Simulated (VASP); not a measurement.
The input files of a VASP run:

INCAR:
```
! general
SYSTEM =PtP
PREC   =Accurate
ENCUT  =400
LREAL  =.False.
LASPH  =.True.   ! aspherical one-centre terms

! electronic loop
EDIFF  =1E-6
NELM   =100
ALGO   =Normal   ! blocked Davidson
LMAXMIX=6

! smearing
ISMEAR =1   ! Methfessel-Paxton
SIGMA  =0.1   ! width (eV)

! functional
GGA    =PS

! ions
IBRION =2
NSW    =60   ! most ionic steps
ISIF   =3   ! ions, shape and volume
EDIFFG =-0.01   ! ionic stop

! output
LWAVE  =.False.
LCHARG =.False.
```

### KPOINTS
```
Automatic mesh
0
Gamma
11 11 11
0 0 0
```

File POSCAR:
```
PtP
1
    0.0000000000     2.4805817235     2.4805817235
    2.4805817235    -0.0000000000     2.4805817235
    2.4805817235     2.4805817235     0.0000000000
Pt P
1 1
Direct
  0.0000000000   0.0000000000   0.0000000000
  0.5000000000   0.5000000000   0.5000000000
```

POTCAR, in this order: Pt P (PBE.64 set). Program: vasp_std.

Problem. Write an equivalent input for Ansatz.

Solution. One equivalent input (not run):
Ansatz 0.2 input:
```yaml
crystal:
  lattice:
    - [0.0000000, 2.4805817, 2.4805817]
    - [2.4805817, 0.0000000, 2.4805817]
    - [2.4805817, 2.4805817, 0.0000000]
  atoms:
    - { symbol: Pt, position: [0.0000000, 0.0000000, 0.0000000] }
    - { symbol: P, position: [0.5000000, 0.5000000, 0.5000000] }
kpoints:
  mp_grid: { grid: [11, 11, 11] }
hamiltonian:
  xc: pbesol
  pseudopotentials: { kind: paw }
scf:
  occupations: { method: methfessel_paxton, width: 0.1 }
  max_iter: 100
relax:
  max_steps: 60
  f_tol: 0.01
  cell: {}
output: { forces: true, stress: true, eigenvalues: true }
```
What does not carry over: each code has its own PAW files, so the cut-off isn't converted (ENCUT is set for VASP's; basis.ecutwfc is left out, and Ansatz then takes the one that its files recommend); Ansatz stops its SCF on the density residual and VASP on the energy change (EDIFF).

The structure was generated: PtP was put into the rock salt type (Fm-3m), which need not be its known phase. It was relaxed first, which changed the volume by -16 %. The start is the result of an earlier pass.
